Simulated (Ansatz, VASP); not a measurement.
**MoS2: VASP beside Ansatz**

One calculation is typed for both programs; each brings its own data sets. How far apart do they land? The cell is taken from a series of runs on this material, whose earlier steps may have relaxed, scaled, displaced or heated it; both programs get it as it stands.

Program: Ansatz 0.2.0. Level of theory: plane waves, with VASP 6.6.1 beside it; single point at PBE and single point at LDA. Results are calculated unless marked as measured.

## Step 1: The starting structure

Symmetry: P6_3/mmc, No. 194, hexagonal system. The conventional cell has a = 3.140 Å, b = 3.140 Å, c = 11.933 Å, α = 90.00°, β = 90.00°, γ = 120.00°. Mo has 6 S at 2.40 Å nearest. Nearest to S lie 3 Mo at 2.40 Å. Farther neighbours and most contacts between anions are not listed.

Coordinates:

```xyz
6
Lattice="3.1402 0.0000 0.0000 -1.5701 2.7195 0.0000 0.0000 0.0000 11.9334" Properties=species:S:1:pos:R:3 pbc="T T T"
Mo    0.0000    1.8130    2.9834
Mo    1.5701    0.9065    8.9501
S     0.0000    1.8130    7.3835
S     1.5701    0.9065    1.4168
S     0.0000    1.8130   10.5166
S     1.5701    0.9065    4.5499
```

## Step 2: VASP: single point, PBE, pair 1

A single point gives forces, pressure and levels at one fixed geometry, so differences don't come from the geometry; what else differs is listed under the comparison.

Lines of VASP's logs that name or quote its potential files are left out, and so is its time.

The input, INCAR:

```
SYSTEM = MoS2
PREC = Accurate
ENCUT = 400
EDIFF = 1E-06
NELM = 120
ISMEAR = -1
SIGMA = 0.02
LREAL = .FALSE.
ALGO = Normal
GGA = PE
NBANDS = 32
LASPH = .TRUE.
LORBIT = 11
LWAVE = .FALSE.
LCHARG = .FALSE.
ISIF = 2
GGA_COMPAT = .FALSE.
EFERMI = MIDGAP
KPAR = 2
```

The input, POSCAR:

```
MoS2
1.0
    3.1402283538      0.0000000000      0.0000000000
   -1.5701141769      2.7195175281      0.0000000000
    0.0000000000      0.0000000000     11.9334023045
Mo S
2 4
Direct
    0.3333333333      0.6666666667      0.2500000000
    0.6666666667      0.3333333333      0.7500000000
    0.3333333333      0.6666666667      0.6187293822
    0.6666666667      0.3333333333      0.1187293822
    0.3333333333      0.6666666667      0.8812706178
    0.6666666667      0.3333333333      0.3812706178
```

The input, KPOINTS:

```
Automatic mesh
0
Gamma
12 12 2
0 0 0
```

Potentials, in the order of the species: Mo_sv and S (PBE family, release 64).

Command:

```sh
mpirun -np 2 vasp_std
```

Numbers of over 12 decimals in the logs are rounded to 6 here.

What it wrote:

```text
[banner, memory and clock lines left out]
running    2 mpi-ranks, on    1 nodes
 distrk:  each k-point on    1 cores,    2 groups
 distr:  one band on    1 cores,    1 groups

 POSCAR found type information on POSCAR MoS
 POSCAR found :  2 types and       6 ions
 LDA part: xc-table for (Slater+PW92), standard interpolation
 POSCAR, INCAR and KPOINTS ok, starting setup
 FFT: planning ... GRIDC
 FFT: planning ... GRID_SOFT
 FFT: planning ... GRID
 WAVECAR not read
 entering main loop
       N       E                     dE             d eps       ncg     rms          rms(c)
DAV:   1     0.388737127048E+03    0.38874E+03   -0.26312E+04  2752   0.127E+03
DAV:   2    -0.259812160724E+02   -0.41472E+03   -0.40312E+03  3080   0.357E+02
DAV:   3    -0.459196724132E+02   -0.19938E+02   -0.19673E+02  3088   0.703E+01
DAV:   4    -0.463154862881E+02   -0.39581E+00   -0.39456E+00  2984   0.976E+00
DAV:   5    -0.463247357710E+02   -0.92495E-02   -0.92447E-02  3048   0.142E+00    0.352E+01
DAV:   6    -0.442186253532E+02    0.21061E+01   -0.19040E+01  2632   0.241E+01    0.134E+01
DAV:   7    -0.438323451686E+02    0.38628E+00   -0.87613E+00  2704   0.155E+01    0.838E+00
DAV:   8    -0.434764605292E+02    0.35588E+00   -0.14561E+00  3080   0.686E+00    0.309E+00
DAV:   9    -0.434899531183E+02   -0.13493E-01   -0.14290E-01  3184   0.183E+00    0.141E+00
DAV:  10    -0.434802626835E+02    0.96904E-02   -0.63931E-02  2968   0.145E+00    0.325E-01
DAV:  11    -0.434803251332E+02   -0.62450E-04   -0.26533E-03  3024   0.279E-01    0.206E-01
DAV:  12    -0.434802173635E+02    0.10777E-03   -0.48716E-04  3080   0.116E-01    0.858E-02
DAV:  13    -0.434802209762E+02   -0.36128E-05   -0.13702E-04  3200   0.607E-02    0.117E-02
DAV:  14    -0.434802231360E+02   -0.21597E-05   -0.10446E-05  2672   0.182E-02    0.165E-02
DAV:  15    -0.434802233711E+02   -0.23515E-06   -0.17333E-06  2336   0.808E-03
   1 F= -.43480223E+02 E0= -.43480223E+02  d E =-.181260E-09
```

Parts of OUTCAR (step 2):

```text
ion  position               nearest neighbor table
   1  0.333  0.667  0.250-   4 2.40   6 2.40   4 2.40   6 2.40   4 2.40   6 2.40
   2  0.667  0.333  0.750-   3 2.40   5 2.40   3 2.40   5 2.40   3 2.40   5 2.40
   3  0.333  0.667  0.619-   2 2.40   2 2.40   2 2.40
   4  0.667  0.333  0.119-   1 2.40   1 2.40   1 2.40
   5  0.333  0.667  0.881-   2 2.40   2 2.40   2 2.40
   6  0.667  0.333  0.381-   1 2.40   1 2.40   1 2.40

  LATTYP: Found a hexagonal cell.
 ALAT       =     3.1402283538
 C/A-ratio  =     3.8001702297

 Subroutine GETGRP returns: Found 24 space group operations
 (whereof 12 operations were pure point group operations)

The static configuration has the point symmetry D_3d.
 The point group associated with its full space group is D_6h.

 Found     38 irreducible k-points:

   k-points           NKPTS =     38   k-points in BZ     NKDIM =     38   number of bands    NBANDS=     32

   dimension x,y,z NGX =    20 NGY =   20 NGZ =   80
   dimension x,y,z NGXF=    40 NGYF=   40 NGZF=  160

   ENCUT  =  400.0 eV  29.40 Ry    5.42 a.u.   5.12  5.12 19.46*2*pi/ulx,y,z

   NELECT =      52.0000    total number of electrons

 k-points in reciprocal lattice and weights: Automatic mesh
   0.00000000  0.00000000  0.00000000       0.003
   0.08333333  0.00000000  0.00000000       0.021
   0.16666667  0.00000000  0.00000000       0.021
   0.25000000  0.00000000  0.00000000       0.021
   0.33333333  0.00000000  0.00000000       0.021
   0.41666667  0.00000000  0.00000000       0.021
   0.50000000  0.00000000  0.00000000       0.010
   0.08333333  0.08333333  0.00000000       0.021
   0.16666667  0.08333333  0.00000000       0.042
[...]
0.33333333  0.25000000  0.50000000       0.042
   0.33333333  0.33333333  0.50000000       0.007

 average (electrostatic) potential at core
       1 -74.0509       2 -74.0509       3 -83.8387       4 -83.8387       5 -83.8387
       6 -83.8387

 E-fermi :   8.5881

 k-point     1 :       0.0000    0.0000    0.0000
  band No.  band energies     occupation
    ...
     22       6.0647      2.00000
     23       6.0647      2.00000
     24       6.8851      2.00000
     25       7.2037      2.00000
     26       8.2453      2.00000
     27      10.3054      0.00000
     28      10.3054      0.00000
     29      10.3475      0.00000
     30      10.3479      0.00000
     31      10.4233      0.00000
    ...

 k-point     2 :       0.0833    0.0000    0.0000
  band No.  band energies     occupation
    ...
     22       5.8957      2.00000
     23       6.1235      2.00000
     24       6.9047      2.00000
     25       7.2894      2.00000
     26       7.9982      2.00000
     27      10.2040      0.00000
     28      10.2470      0.00000
     29      10.2870      0.00000
     30      10.3021      0.00000
     31      10.3956      0.00000
    ...

 k-point     3 :       0.1667    0.0000    0.0000
  band No.  band energies     occupation
    ...
     22       5.4980      2.00000
     23       6.0791      2.00000
     24       6.8872      2.00000
     25       7.0750      2.00000
     26       7.3491      2.00000
     27       9.6842      0.00000
     28       9.9923      0.00000
     29      10.0871      0.00000
     30      10.3031      0.00000
     31      10.3233      0.00000
    ...

  Total        3.1234125      3.1234125      3.1209337     -0.0000000      0.0000000     -0.0000000
  in kB       49.1046422     49.1046422     49.0656717     -0.0000000      0.0000000     -0.0000000
  external PRESSURE =      49.0916520 kB  Pullay stress =       0.0000000 kB

  energy-cutoff  :      400.00
  volume of cell :      101.91
      direct lattice vectors                 reciprocal lattice vectors
     3.140228354  0.000000000  0.000000000     0.318448179  0.183856142  0.000000000
    -1.570114177  2.719517528  0.000000000     0.000000000  0.367712283  0.000000000
     0.000000000  0.000000000 11.933402304     0.000000000  0.000000000  0.083798398

 POSITION                                       TOTAL-FORCE (eV/Angst)
 -----------------------------------------------------------------------------------
     -0.00000      1.81301      2.98335        -0.000000     -0.000000     -0.000000
      1.57011      0.90651      8.95005         0.000000      0.000000     -0.000000
     -0.00000      1.81301      7.38355         0.000000     -0.000000      0.018196
      1.57011      0.90651      1.41685        -0.000000      0.000000      0.018196
     -0.00000      1.81301     10.51656         0.000000     -0.000000     -0.018196
      1.57011      0.90651      4.54986        -0.000000      0.000000     -0.018196
 -----------------------------------------------------------------------------------
    total drift:                               -0.000000      0.000000     -0.000000

  FREE ENERGIE OF THE ION-ELECTRON SYSTEM (eV)
  ---------------------------------------------------
  free  energy   TOTEN  =       -43.4802233711 eV

  energy  without entropy=      -43.4802233709  energy(sigma->0) =      -43.48022337

 total charge
# of ion       s       p       d       tot
------------------------------------------
    1        2.295   6.229   3.974  12.498
    2        2.295   6.229   3.974  12.498
    3        1.367   2.344   0.000   3.710
    4        1.367   2.344   0.000   3.710
    5        1.367   2.344   0.000   3.710
    6        1.367   2.344   0.000   3.710
--------------------------------------------------
tot         10.057  21.832   7.949  39.838

[... 3 further parts left out ...]
```

The run ends at a pressure of 4.91 GPa, with forces up to 0.018 eV/Å.

## Step 3: Ansatz: single point, PBE, pair 1

Ansatz runs on its default PAW (the set named soft_2) files.

The same cell, functional, mesh and smearing now go to Ansatz.

The input, input.yaml:

```yaml
crystal:
  lattice:
    - [3.1402283538, 0.0, 0.0]
    - [-1.5701141769, 2.7195175281, 0.0]
    - [0.0, 0.0, 11.9334023045]
  atoms:
    - { symbol: Mo, position: [0.3333333333, 0.6666666667, 0.25] }
    - { symbol: Mo, position: [0.6666666667, 0.3333333333, 0.75] }
    - { symbol: S, position: [0.3333333333, 0.6666666667, 0.6187293822] }
    - { symbol: S, position: [0.6666666667, 0.3333333333, 0.1187293822] }
    - { symbol: S, position: [0.3333333333, 0.6666666667, 0.8812706178] }
    - { symbol: S, position: [0.6666666667, 0.3333333333, 0.3812706178] }
kpoints:
  mp_grid: { grid: [12, 12, 2] }
  band_path:
    path:
      - [[0.0, 0.0, 0.0], [0.5, 0.0, 0.0], [0.33333333, 0.33333333, 0.0], [0.0, 0.0, 0.0], [0.0, 0.0, 0.5], [0.5, 0.0, 0.5], [0.33333333, 0.33333333, 0.5], [0.0, 0.0, 0.5]]
      - [[0.5, 0.0, 0.5], [0.5, 0.0, 0.0]]
      - [[0.33333333, 0.33333333, 0.5], [0.33333333, 0.33333333, 0.0]]
    npoints: 10
hamiltonian:
  xc: pbe
scf:
  occupations: { method: fermi_dirac, width: 0.02 }
  n_extra_bands: 6
output:
  eigenvalues: true
  write_density: true
  write_potential: true
  elf: true
  volumetric_format: npy
basis:
  ecutwfc: 550.0
```

Command:

```sh
ansatz run input.yaml --threads 3 --pin off --max-ram 92160MiB --backend cuda --devices 1 --max-vram 13GiB --events-out ev --progress --plain --runs-dir out
```

What it wrote:

```text
scf.n_extra_bands = 6 over 26 filled bands (N_el = 52.0): the run solves 32 bands
GPUs: using 1 of 1 available (devices: 1).
Engine: ansatz 0.2.0, x86_64-unknown-linux-gnu
Pseudopotentials: kind: paw
Pseudopotential: Mo, paw, valence charge 14, recommended cutoff 420 eV (normal), Mo.paw.azcp
Pseudopotential: S, paw, valence charge 6, recommended cutoff 420 eV (normal), S.paw.azcp
Functional definition: PBE
  parameter kappa = 0.804
  parameter beta = 0.066725
  exchange = pbe_x(kappa = kappa, mu = beta*pi^2/3)
  correlation = pbe_c(beta = beta)
device memory: the entry about to start is reckoned to put 3.2 GiB on a device that reports 53.9 GiB free (of which the cap on the GPU budget leaves the run 13.0 GiB)
GPU FFT provider: cuFFT
GPU libraries: cuBLAS 13.8.2, cuFFT 12.4.0, cuSOLVER 12.3.4
Crystal: 6 atoms, lattice volume = 101.910 Å³
Basis set: ecut = 550 eV, 2937 PW (Γ)
Bands: 32, of which v1, the nominal top of the filled ones, is band 26 counted from 1 (25 counted from 0)
Symmetry: 24 space group operations
Space group: P63/mmc (ITA 194), of the structure as read, at distance tolerance 4.7e-5 Å
k-points: 38 of 288
Non-local potential: Mo, projectors of the file, l = 0: 3, l = 1: 2, l = 2: 2, l = 3: 1
Non-local potential: S, projectors of the file, l = 0: 2, l = 1: 2, l = 2: 2
PAW form: soft (Blöchl's): semilocal exchange-correlation on the pseudo side does not see the compensation charge
PAW one-centre angular grid: Mo, 590 points (default); XC on 64 Gauss nodes
PAW one-centre angular grid: S, 110 points (default); XC on 64 Gauss nodes
Initial density: superposition of atomic densities (neutral atoms: chi_scale 0, normalization atom), corrected by the library's trained network
Initial wavefunctions: pseudopotential atomic-orbital guess
GPU buffer pool allocated for 60000 grid points (all kernels)
GPU transforms: local potential and band sums: pruned to the plane-wave sphere, on 25×25×96
Functional: x = pbe(κ = 0.804, μ = 0.219515), c = pbe(β = 0.066725)
SCF iter   1: F=—  HF=-13525.404787 eV  |F-HF|=—  |Δ(HF+E_count)|=         —  Δρ=5.83e-3  dr2=1.09e-2  ethr=1.77e-3  ⟨swp⟩=7.3  Hψ=5543  notcnv=0
preconditioner: auto → Resta (q_TF=auto, 2.439 Å⁻¹)  ε∞=8.8  [insulator: Δε(μ)=0.711 eV  Ē_g=7.878 eV  σ=0.020 eV  W_gap=1.00  n_scr=26 (ndim 8)  ℏωp=22.1 eV  f_vac=0.006  D(μ)=0.00/eV (n_scr^D=0)  ε∞_Penn≈8.8]
SCF iter   2: F=—  HF=-13525.413024 eV  |F-HF|=—  |Δ(HF+E_count)|=   8.24e-3  Δρ=3.31e-3  dr2=3.09e-3  ethr=2.09e-5  ⟨swp⟩=2.0  Hψ=2410  notcnv=0  defer=19
SCF iter   3: F=—  HF=-13525.417677 eV  |F-HF|=—  |Δ(HF+E_count)|=   4.65e-3  Δρ=2.44e-4  dr2=8.04e-5  ethr=5.93e-6  ⟨swp⟩=2.0  Hψ=1962  notcnv=0  defer=19
SCF iter   4: F=—  HF=-13525.417658 eV  |F-HF|=—  |Δ(HF+E_count)|=   1.92e-5  Δρ=8.20e-5  dr2=9.06e-6  ethr=1.55e-7  ⟨swp⟩=2.8  Hψ=2192  notcnv=0  defer=19
SCF iter   5: F=—  HF=-13525.417661 eV  |F-HF|=—  |Δ(HF+E_count)|=   2.99e-6  Δρ=1.43e-5  dr2=2.03e-7  ethr=1.74e-8  ⟨swp⟩=2.0  Hψ=1725  notcnv=0  defer=19
SCF iter   6: F=-13525.417661 eV  HF=-13525.417661 eV  |F-HF|=1.74e-9  |Δ(HF+E_count)|=   1.13e-7  Δρ=3.43e-6  dr2=1.29e-8  ethr=1.92e-10  ⟨swp⟩=4.6  Hψ=3417  notcnv=0
SCF 1 converged in 6 iterations: F = -13525.417661 eV  dr2 = 1.29e-8
  greatest PAW one-centre occupation: 0.998 electrons in one spin orbital (limit 2), on the Mo atom at site 1 (counted from 0), in its partial waves of l = 0
device memory: the entry about to start is reckoned to put 2.0 GiB on a device that reports 53.7 GiB free (of which the cap on the GPU budget leaves the run 13.0 GiB)
NSCF: frozen V_eff on 93 k-points
SCF converged after 6 iterations
Free energy (F): -13525.417661 eV
Harris-Foulkes:  -13525.417661 eV  (|F-HF|=1.74e-9)
Internal energy: -13525.417661 eV  (E = F + TS)
E sigma→0 (E₀):  -13525.417661 eV
Fermi energy:    12.171286 eV
--- Per-component energies (eV) ---
  E_band       = -270.930747
  E_kinetic    = 1315.694643
  E_local      = -3652.847378  (includes V_loc(G=0)·N_el)
  E_nonlocal   = 398.655214
  E_hartree    = 1393.321120
  E_xc         = -758.545796
  E_vxc        = -812.138582  (∫ρ·V_xc dr)
  E_paw        = -8803.259510  (= ΣΔE_a)
  E_vpaw       = -306.932981  (= ΣTr[D̂ρ^β])
  E_aug_tail   = 0.000013  (compensation charges beyond the density's cutoff)
  E_ewald      = -3418.435967
  E_smearing   = -0.000000  (= −TS)
  E_closure    = 0.000000  (closes the sum)
  Σ components = -13525.417661   (vs F -13525.417661, Δ=0.00e0)
--- Band table (eV; the first three rows and the last of 38) ---
  k-point 0: bands = [... 22 lower, 9.6388, 10.4620, 10.7936, 11.8358, 13.8817, 13.8817, 13.9233, 13.9233, ... 2 higher]
  k-point 1: bands = [... 22 lower, 9.6021, 9.6021, 11.5753, 11.5753, 13.8827, 13.8827, 13.8827, 13.8827, ... 2 higher]
  k-point 2: bands = [... 22 lower, 9.6987, 10.4819, 10.8809, 11.5881, 13.7781, 13.8189, 13.8645, 13.8792, ... 2 higher]
  k-point 37: bands = [... 22 lower, 8.7975, 8.7975, 11.0230, 11.0230, 12.8783, 12.8783, 13.9799, 13.9799, ... 2 higher]
```

## Step 4: Side by side

Known differences besides the potentials themselves: the cutoff is 550 eV in Ansatz and 400 eV in VASP. Total energies have different zeros and are not compared.

The two programs side by side:

| quantity | Ansatz | VASP | difference |
| --- | --- | --- | --- |
| gap on the k mesh (eV) | 0.707 | 0.724 | -0.017 |

A gap on the mesh is an upper bound, since the band edges may lie between its points.

## Step 5: Ansatz: single point, PBE, pair 2

A single point gives forces, pressure and levels at one fixed geometry, so differences don't come from the geometry; what else differs is listed under the comparison. The cell compared in this pair holds 103.85 Å³, against 101.91 Å³ for the pair before.

The cell is taken from a series of runs on this material, whose earlier steps may have relaxed, scaled, displaced or heated it; both programs get it as it stands.

input.yaml, the sections that differ from step 3:

```yaml
crystal:
  lattice:
    - [3.1492421942, 0.0, 0.0]
    - [-1.5746210971, 2.7273237428, 0.0]
    - [0.0, 0.0, 12.0904894332]
  atoms:
    - { symbol: Mo, position: [0.3333333333, 0.6666666667, 0.25] }
    - { symbol: Mo, position: [0.6666666667, 0.3333333333, 0.75] }
    - { symbol: S, position: [0.3333333333, 0.6666666667, 0.620491566] }
    - { symbol: S, position: [0.6666666667, 0.3333333333, 0.120491566] }
    - { symbol: S, position: [0.3333333333, 0.6666666667, 0.879508434] }
    - { symbol: S, position: [0.6666666667, 0.3333333333, 0.379508434] }
# kpoints, hamiltonian, scf, output, basis: as in step 3
```

What it wrote:

```text
[...]
GPUs: using 1 of 1 available (devices: 1).
[...]
GPU FFT provider: cuFFT
GPU libraries: cuBLAS 13.8.2, cuFFT 12.4.0, cuSOLVER 12.3.4
Crystal: 6 atoms, lattice volume = 103.845 Å³
Basis set: ecut = 550 eV, 2975 PW (Γ)
Bands: 32, of which v1, the nominal top of the filled ones, is band 26 counted from 1 (25 counted from 0)
Symmetry: 24 space group operations
[...]
k-points: 38 of 288
[...]
--- Band table (eV; the first three rows and the last of 38) ---
  k-point 0: bands = [... 22 lower, 9.3076, 10.1853, 10.3627, 11.4705, 13.5510, 13.5510, 13.5865, 13.5865, ... 2 higher]
  k-point 1: bands = [... 22 lower, 9.2772, 9.2772, 11.2036, 11.2036, 13.5546, 13.5546, 13.5546, 13.5546, ... 2 higher]
  k-point 2: bands = [... 22 lower, 9.3742, 10.2016, 10.4767, 11.2432, 13.4411, 13.4812, 13.5440, 13.5584, ... 2 higher]
  k-point 37: bands = [... 22 lower, 8.4999, 8.4999, 10.7118, 10.7118, 12.5293, 12.5293, 13.6845, 13.6845, ... 2 higher]
[key lines of the parts left out:]
SCF converged after 6 iterations
Free energy (F): -13525.475556 eV
Fermi energy:    11.844790 eV
```

[end of part 1 of 2]

[Lines on the potential files, build, host, timing and source positions are cut from VASP's logs without a mark.]

[Logs are printed without paths, hosts, clocks, repeated set-up lines and the standing remarks that a program may print on its own settings, such as how far it seeks lower states.]

[Hosts, paths, dates, database ids (printed as entryN), source tags and the programs' standing remarks are cut or masked in the printed files.]
